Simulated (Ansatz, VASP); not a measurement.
# Cross-check of TiC between VASP and Ansatz

Wanted: the spread between two codes on one cell, functional and k mesh. The cell is taken from a series of runs on this material, whose earlier steps may have relaxed, scaled, displaced or heated it; both programs get it as it stands.

Program: Ansatz 0.2.0. Level of theory: plane waves, with VASP 6.6.1 beside it; zone-centre phonons at PBEsol. Results are calculated unless marked as measured.

## (1) Starting point

The structure is orthorhombic, space group Immm (No. 71). Conventional cell: a = 2.914 Å, b = 3.075 Å, c = 4.320 Å, α = 90.00°, β = 90.00°, γ = 90.00°. Nearest to C lie 6 Ti at 2.12 to 2.16 Å. Ti has 6 C at 2.12 to 2.16 Å nearest. Farther neighbours are not listed.

## (2) VASP: zone-centre phonons, PBEsol

Second derivatives magnify differences that forces hide, and they need a tight electronic threshold.

Lines of VASP's logs that name or quote its potential files are left out, and so is its time.

INCAR reads:

```
SYSTEM = TiC
PREC = Accurate
ENCUT = 600
EDIFF = 1E-08
NELM = 120
ISMEAR = 1
SIGMA = 0.2
LREAL = .FALSE.
ALGO = Normal
GGA = PS
NBANDS = 14
LASPH = .TRUE.
LORBIT = 11
LWAVE = .FALSE.
LCHARG = .FALSE.
ISIF = 2
IBRION = 8
GGA_COMPAT = .FALSE.
KPAR = 2
```

POSCAR reads:

```
TiC
1.0
   -0.0567211891      2.1173067746      2.1598467280
    2.1173067746     -0.0567211891      2.1598467280
    2.0605855855      2.0605855855      0.0000000000
C Ti
1 1
Direct
    0.5000000000      0.5000000000      0.5000000000
    0.0000000000      0.0000000000      0.0000000000
```

KPOINTS reads:

```
Automatic mesh
0
Gamma
16 16 16
0 0 0
```

Potentials, in the order of the species: C and Ti_sv (PBE family, release 64).

On the command line:

```sh
> mpirun -np 2 vasp_std
```

Numbers of over 12 decimals in the logs are rounded to 6 here.

Log:

```text
[banner, memory and clock lines left out]
running    2 mpi-ranks, on    1 nodes
 distrk:  each k-point on    1 cores,    2 groups
 distr:  one band on    1 cores,    1 groups

 POSCAR found type information on POSCAR C Ti
 POSCAR found :  2 types and       2 ions
|                                                                             |
|               ----> ADVICE to this user running VASP <----                  |
|                                                                             |
|     You enforced a specific xc type in the INCAR file but a different       |
|     [... a line on the potential file left out ...]
|     I HOPE YOU KNOW WHAT YOU ARE DOING!                                     |
|                                                                             |

 LDA part: xc-table for (Slater+PW92), standard interpolation
 POSCAR, INCAR and KPOINTS ok, starting setup
 FFT: planning ... GRIDC
 FFT: planning ... GRID_SOFT
 FFT: planning ... GRID
 WAVECAR not read
 entering main loop
       N       E                     dE             d eps       ncg     rms          rms(c)
DAV:   1     0.127266755061E+03    0.12727E+03   -0.89446E+03 17408   0.153E+03
DAV:   2    -0.163561312102E+02   -0.14362E+03   -0.13525E+03 18282   0.372E+02
DAV:   3    -0.246956547318E+02   -0.83395E+01   -0.81461E+01 23366   0.866E+01
DAV:   4    -0.250345151053E+02   -0.33886E+00   -0.33852E+00 21528   0.157E+01
DAV:   5    -0.250425721450E+02   -0.80570E-02   -0.80565E-02 23470   0.214E+00    0.195E+01
DAV:   6    -0.202692472201E+02    0.47733E+01   -0.12241E+01 25108   0.604E+01    0.658E+00
DAV:   7    -0.197890914341E+02    0.48016E+00   -0.19288E+00 20972   0.208E+01    0.549E+00
DAV:   8    -0.197567364644E+02    0.32355E-01   -0.12101E-01 19636   0.455E+00    0.282E+00
DAV:   9    -0.197581275277E+02   -0.13911E-02   -0.81455E-02 21746   0.318E+00    0.842E-01
DAV:  10    -0.197563642920E+02    0.17632E-02   -0.89672E-03 24032   0.134E+00    0.633E-01
DAV:  11    -0.197549249341E+02    0.14394E-02   -0.45151E-03 18762   0.999E-01    0.805E-02
DAV:  12    -0.197549037975E+02    0.21137E-04   -0.31494E-04 19560   0.244E-01    0.158E-02
DAV:  13    -0.197548969060E+02    0.68915E-05   -0.13748E-05 25196   0.484E-02    0.422E-03
DAV:  14    -0.197548964623E+02    0.44366E-06   -0.45775E-07 23610   0.103E-02    0.262E-03
DAV:  15    -0.197548963811E+02    0.81210E-07   -0.86899E-08 22538   0.204E-03    0.210E-04
DAV:  16    -0.197548963882E+02   -0.71150E-08   -0.36685E-09 11996   0.717E-04
   1 F= -.19754896E+02 E0= -.19754910E+02  d E =0.395166E-04
 Linear response reoptimize wavefunctions to high precision
DAV:   1    -0.197548963853E+02    0.29274E-08   -0.54667E-10 12726   0.283E-04
DAV:   2    -0.197548963853E+02   -0.13188E-10   -0.99252E-11 10314   0.101E-04
 Linear response DOF=           4
 Linear response progress:
  Degree of freedom:   1/  4
       N       E                     dE             d eps       ncg     rms          rms(c)
RMM:   1    -0.126507081528E+00   -0.12651E+00   -0.51000E-02 66929   0.237E+00
RMM:   2    -0.116843619469E+00    0.96635E-02   -0.59261E-03 61257   0.585E-01    0.141E-01
RMM:   3    -0.117523108426E+00   -0.67949E-03   -0.19951E-03 64586   0.247E-01    0.656E-02
RMM:   4    -0.118542565472E+00   -0.10195E-02   -0.71194E-04 65965   0.148E-01    0.152E-02
RMM:   5    -0.118680327146E+00   -0.13776E-03   -0.15917E-04 74094   0.610E-02    0.287E-03
RMM:   6    -0.118671884772E+00    0.84424E-05   -0.21956E-05 73711   0.253E-02    0.149E-03
RMM:   7    -0.118668520883E+00    0.33639E-05   -0.43165E-06 74857   0.121E-02    0.719E-04
RMM:   8    -0.118672638225E+00   -0.41173E-05   -0.11538E-06 73751   0.611E-03    0.360E-04
RMM:   9    -0.118670540937E+00    0.20973E-05   -0.60030E-08 75625   0.338E-03    0.125E-04
RMM:  10    -0.118670652146E+00   -0.11121E-06   -0.45472E-07 73593   0.181E-03    0.806E-05
RMM:  11    -0.118670535255E+00    0.11689E-06   -0.32597E-08 74070   0.102E-03    0.596E-05
RMM:  12    -0.118670542348E+00   -0.70929E-08    0.17326E-08 77943   0.550E-04    0.607E-05
 first order change of Fermi-energy   0.66936E-03
 force on displaced ion       1 direction 1 : -11.947   1.329   0.000
 Linear response progress:
  Degree of freedom:   2/  4
       N       E                     dE             d eps       ncg     rms          rms(c)
RMM:   1    -0.123677402311E+00   -0.12368E+00   -0.34609E-02 38277   0.215E+00
RMM:   2    -0.116093386124E+00    0.75840E-02   -0.51015E-03 33789   0.529E-01    0.136E-01
RMM:   3    -0.116761297675E+00   -0.66791E-03   -0.18036E-03 35223   0.227E-01    0.635E-02
RMM:   4    -0.117735063424E+00   -0.97377E-03   -0.63216E-04 36137   0.138E-01    0.147E-02
RMM:   5    -0.117862100643E+00   -0.12704E-03   -0.13461E-04 40738   0.543E-02    0.255E-03
RMM:   6    -0.117846297970E+00    0.15803E-04   -0.17963E-05 40089   0.217E-02    0.124E-03
RMM:   7    -0.117842422665E+00    0.38753E-05   -0.37685E-06 41186   0.102E-02    0.608E-04
RMM:   8    -0.117846990216E+00   -0.45676E-05   -0.93969E-07 41032   0.497E-03    0.303E-04
RMM:   9    -0.117844800414E+00    0.21898E-05   -0.55816E-07 41291   0.269E-03    0.100E-04
RMM:  10    -0.117845001020E+00   -0.20061E-06   -0.31330E-07 40997   0.140E-03    0.453E-05
RMM:  11    -0.117844857971E+00    0.14305E-06    0.16013E-08 41996   0.764E-04    0.253E-05
RMM:  12    -0.117844902902E+00   -0.44931E-07   -0.12344E-07 41037   0.414E-04    0.414E-06
RMM:  13    -0.117844937165E+00   -0.34264E-07   -0.67194E-08 43328   0.226E-04    0.698E-06
RMM:  14    -0.117844944955E+00   -0.77895E-08   -0.54146E-08 41681   0.125E-04    0.138E-06
 first order change of Fermi-energy   0.49214E-03
 force on displaced ion       1 direction 3 :   0.000   0.000  -9.910
 Linear response progress:
  Degree of freedom:   3/  4
       N       E                     dE             d eps       ncg     rms          rms(c)
RMM:   1    -0.679670937270E+00   -0.67967E+00    0.69911E+00 30844   0.138E+02
RMM:   2    -0.652010352298E+00    0.27661E-01   -0.24748E-01 53526   0.509E+00    0.236E-01
RMM:   3    -0.650422508577E+00    0.15878E-02   -0.19033E-02 63487   0.120E+00    0.117E-01
RMM:   4    -0.649570143951E+00    0.85236E-03   -0.76861E-03 69608   0.533E-01    0.221E-02
RMM:   5    -0.650100253344E+00   -0.53011E-03   -0.12471E-03 73754   0.215E-01    0.103E-02
RMM:   6    -0.650421224234E+00   -0.32097E-03   -0.34954E-04 74715   0.953E-02    0.777E-03
RMM:   7    -0.650707769883E+00   -0.28655E-03   -0.85369E-05 69146   0.467E-02    0.287E-03
RMM:   8    -0.650888088654E+00   -0.18032E-03   -0.39990E-05 71262   0.263E-02    0.259E-03
RMM:   9    -0.650791959210E+00    0.96129E-04   -0.22992E-05 70488   0.153E-02    0.730E-04
RMM:  10    -0.650812932767E+00   -0.20974E-04   -0.19621E-05 75130   0.901E-03    0.288E-04
RMM:  11    -0.650829656196E+00   -0.16723E-04   -0.14486E-05 74531   0.589E-03    0.906E-05
RMM:  12    -0.650826435531E+00    0.32207E-05   -0.11447E-05 76620   0.407E-03    0.779E-05
RMM:  13    -0.650827046957E+00   -0.61143E-06   -0.93734E-06 77855   0.301E-03    0.976E-05
RMM:  14    -0.650825101847E+00    0.19451E-05   -0.76974E-06 71679   0.240E-03    0.177E-04
[...]
RMM:  23    -0.650833005127E+00   -0.67904E-07   -0.16471E-06 67147   0.584E-04    0.166E-05
RMM:  24    -0.650833045681E+00   -0.40554E-07   -0.12877E-06 68658   0.513E-04    0.191E-05
RMM:  25    -0.650832968123E+00    0.77558E-07   -0.11730E-06 67398   0.457E-04    0.240E-05
RMM:  26    -0.650832896585E+00    0.71539E-07   -0.10090E-06 70165   0.407E-04    0.294E-05
RMM:  27    -0.650832856333E+00    0.40252E-07   -0.85341E-07 67333   0.361E-04    0.340E-05
RMM:  28    -0.650832848489E+00    0.78446E-08   -0.70946E-07 70234   0.319E-04    0.366E-05
RMM:  29    -0.650832867159E+00   -0.18671E-07   -0.65430E-07 48814   0.284E-04    0.384E-05
RMM:  30    -0.650832975252E+00   -0.10809E-06   -0.56080E-07 70779   0.258E-04    0.386E-05
 first order change of Fermi-energy   0.70618E-04
 force on displaced ion       2 direction 1 : -11.939   1.327   0.000
 Linear response progress:
  Degree of freedom:   4/  4
       N       E                     dE             d eps       ncg     rms          rms(c)
RMM:   1    -0.709790372972E+00   -0.70979E+00    0.41544E+00 17515   0.136E+02
RMM:   2    -0.681565534356E+00    0.28225E-01   -0.23991E-01 29665   0.498E+00    0.235E-01
RMM:   3    -0.680294012162E+00    0.12715E-02   -0.18861E-02 35136   0.118E+00    0.116E-01
RMM:   4    -0.679651951355E+00    0.64206E-03   -0.78905E-03 38755   0.525E-01    0.216E-02
RMM:   5    -0.680298208407E+00   -0.64626E-03   -0.12128E-03 40614   0.207E-01    0.102E-02
RMM:   6    -0.680624495625E+00   -0.32629E-03   -0.31706E-04 41081   0.902E-02    0.742E-03
RMM:   7    -0.680940622404E+00   -0.31613E-03   -0.73341E-05 37865   0.447E-02    0.244E-03
RMM:   8    -0.681079635786E+00   -0.13901E-03   -0.33310E-05 40427   0.244E-02    0.238E-03
RMM:   9    -0.680984632462E+00    0.95003E-04   -0.15874E-05 38651   0.144E-02    0.896E-04
RMM:  10    -0.681013698838E+00   -0.29066E-04   -0.12850E-05 40638   0.827E-03    0.218E-04
RMM:  11    -0.681025742549E+00   -0.12044E-04   -0.10280E-05 41861   0.537E-03    0.392E-05
RMM:  12    -0.681024961083E+00    0.78147E-06   -0.77437E-06 43093   0.368E-03    0.679E-05
RMM:  13    -0.681023727119E+00    0.12340E-05   -0.61158E-06 41830   0.271E-03    0.132E-04
RMM:  14    -0.681025683550E+00   -0.19564E-05   -0.50846E-06 39450   0.213E-03    0.101E-04
RMM:  15    -0.681026826230E+00   -0.11427E-05   -0.40554E-06 40099   0.171E-03    0.837E-05
RMM:  16    -0.681027237556E+00   -0.41133E-06   -0.33298E-06 42352   0.140E-03    0.815E-05
RMM:  17    -0.681027085553E+00    0.15200E-06   -0.27681E-06 39200   0.118E-03    0.969E-05
 first order change of Fermi-energy  -0.28590E-03
 force on displaced ion       2 direction 3 :   0.000   0.000  -9.934
 Linear response finished
```

OUTCAR, selected parts (step 2):

```text
ion  position               nearest neighbor table
   1  0.500  0.500  0.500-   2 2.12   2 2.12   2 2.12   2 2.12   2 2.16   2 2.16
   2  0.000  0.000  0.000-   1 2.12   1 2.12   1 2.12   1 2.12   1 2.16   1 2.16

  LATTYP: Found a body centered orthorhombic cell.
 ALAT       =     2.9141080814
 B/A-ratio  =     1.0550534659
 C/A-ratio  =     1.4823381066

 Subroutine GETGRP returns: Found  8 space group operations
 (whereof  8 operations were pure point group operations)

The static configuration has the point symmetry D_2h.

 Found    621 irreducible k-points:

   k-points           NKPTS =    621   k-points in BZ     NKDIM =    621   number of bands    NBANDS=     14

   dimension x,y,z NGX =    24 NGY =   24 NGZ =   24
   dimension x,y,z NGXF=    48 NGYF=   48 NGZF=   48

   ENCUT  =  600.0 eV  44.10 Ry    6.64 a.u.   6.04  6.04  5.82*2*pi/ulx,y,z

   NELECT =      16.0000    total number of electrons

 k-points in reciprocal lattice and weights: Automatic mesh
   0.00000000  0.00000000  0.00000000       0.000
   0.06250000 -0.00000000  0.00000000       0.001
   0.12500000 -0.00000000  0.00000000       0.001
   0.18750000 -0.00000000  0.00000000       0.001
   0.25000000 -0.00000000  0.00000000       0.001
   0.31250000 -0.00000000  0.00000000       0.001
   0.37500000 -0.00000000  0.00000000       0.001
   0.43750000 -0.00000000  0.00000000       0.001
   0.50000000 -0.00000000  0.00000000       0.000
[...]
0.25000000  0.25000000  0.50000000       0.000
  -0.25000000  0.25000000  0.50000000       0.000

 average (electrostatic) potential at core
       1 -44.0145       2 -70.2052

  Total        1.1759421      1.1759421      0.0224154      1.1442357      0.0000000      0.0000000
  in kB       97.3616281     97.3616281      1.8558759     94.7365044      0.0000000      0.0000000
  external PRESSURE =      65.5263774 kB  Pullay stress =       0.0000000 kB

  energy-cutoff  :      600.00
  volume of cell :       19.35
      direct lattice vectors                 reciprocal lattice vectors
    -0.056721189  2.117306775  2.159846728    -0.229987842  0.229987842  0.231497908
     2.117306775 -0.056721189  2.159846728     0.229987842 -0.229987842  0.231497908
     2.060585586  2.060585586  0.000000000     0.242649470  0.242649470 -0.231497908

 POSITION                                       TOTAL-FORCE (eV/Angst)
 -----------------------------------------------------------------------------------
      2.06059      2.06059      2.15985         0.000000     -0.000000      0.000000
      0.00000      0.00000      0.00000        -0.000000      0.000000      0.000000
 -----------------------------------------------------------------------------------
    total drift:                                0.000000     -0.000000     -0.000000

 Eigenvectors and eigenvalues of the dynamical matrix
 ----------------------------------------------------

   1 f  =   18.381132 THz   115.492061 2PiTHz  613.128578 cm-1    76.018221 meV
             X         Y         Z           dx          dy          dz
      2.060586  2.060586  2.159847     0.632291   -0.632291    0.000000
      0.000000  0.000000  0.000000    -0.316557    0.316557   -0.000000

   2 f  =   16.438219 THz   103.284379 2PiTHz  548.319981 cm-1    67.982983 meV
             X         Y         Z           dx          dy          dz
      2.060586  2.060586  2.159847    -0.632277   -0.632277    0.000000
      0.000000  0.000000  0.000000     0.316585    0.316585   -0.000000

   3 f  =   15.885544 THz    99.811816 2PiTHz  529.884706 cm-1    65.697301 meV
             X         Y         Z           dx          dy          dz
      2.060586  2.060586  2.159847    -0.000000   -0.000000   -0.893902
      0.000000  0.000000  0.000000     0.000000    0.000000    0.448263

   4 f/i=    0.001950 THz     0.012253 2PiTHz    0.065048 cm-1     0.008065 meV
             X         Y         Z           dx          dy          dz
      2.060586  2.060586  2.159847    -0.316585   -0.316585   -0.000000
      0.000000  0.000000  0.000000    -0.632277   -0.632277   -0.000000

   5 f/i=    0.002996 THz     0.018823 2PiTHz    0.099926 cm-1     0.012389 meV
             X         Y         Z           dx          dy          dz
      2.060586  2.060586  2.159847    -0.316557    0.316557    0.000000
      0.000000  0.000000  0.000000    -0.632291    0.632291    0.000000

   6 f/i=    0.007771 THz     0.048826 2PiTHz    0.259212 cm-1     0.032138 meV
             X         Y         Z           dx          dy          dz
      2.060586  2.060586  2.159847     0.000000   -0.000000    0.448263
      0.000000  0.000000  0.000000     0.000000   -0.000000    0.893902

 ELASTIC MODULI CONTR FROM IONIC RELAXATION (kBar)
 Direction    XX          YY          ZZ          XY          YZ          ZX
 --------------------------------------------------------------------------------
 XX           0.0000      0.0000      0.0000      0.0000      0.0000      0.0000
 YY           0.0000      0.0000      0.0000      0.0000      0.0000      0.0000
 ZZ           0.0000      0.0000      0.0000      0.0000      0.0000      0.0000
 XY           0.0000      0.0000      0.0000      0.0000      0.0000      0.0000
 YZ           0.0000      0.0000      0.0000      0.0000      0.0000      0.0000
 ZX           0.0000      0.0000      0.0000      0.0000      0.0000      0.0000
 --------------------------------------------------------------------------------
```

[end of part 1 of 2]

[Lines on the potential files, build, host, timing and source positions are cut from VASP's logs without a mark.]

[Logs are printed without paths, hosts, clocks, repeated set-up lines and the standing remarks that a program may print on its own settings, such as how far it seeks lower states.]

[Hosts, paths, dates, database ids (printed as entryN), source tags and the programs' standing remarks are cut or masked in the printed files.]
